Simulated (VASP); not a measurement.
Here is the system:

```xyz
3
Lattice="1.5707 -2.7205 0.0000 1.5707 2.7205 0.0000 0.0000 0.0000 3.4914" Properties=species:S:1:pos:R:3 pbc="T T T"
Hf     1.5707    -2.7205     0.0000
B      1.5707     0.9068     1.7457
B      1.5707    -0.9068     1.7457
```

Computed with PBE GGA, VASP's PBE PAW potentials (set 64) (plane waves; VASP). Numerical set-up: 600 eV cut-off, 10×10×8 Γ-centred mesh, first-order Methfessel-Paxton smearing of 0.10 eV, potentials Hf_pv B.

Unless said otherwise, spin-orbit coupling is left out, though it shifts the bands of the heavy elements here.

### Question
Estimate the energy per atom (σ→0), band gap (on the k-mesh) with the smallest direct gap where there is one.

### Answer

The band gap (on the k-mesh) is none (metal, semimetal or under 0.01 eV) and the energy per atom (σ→0) is -8.800 eV/atom.

Only differences to runs with the same potentials and settings are physical.

The compound is HfB2 in the AlB2 type structure. It was relaxed first.
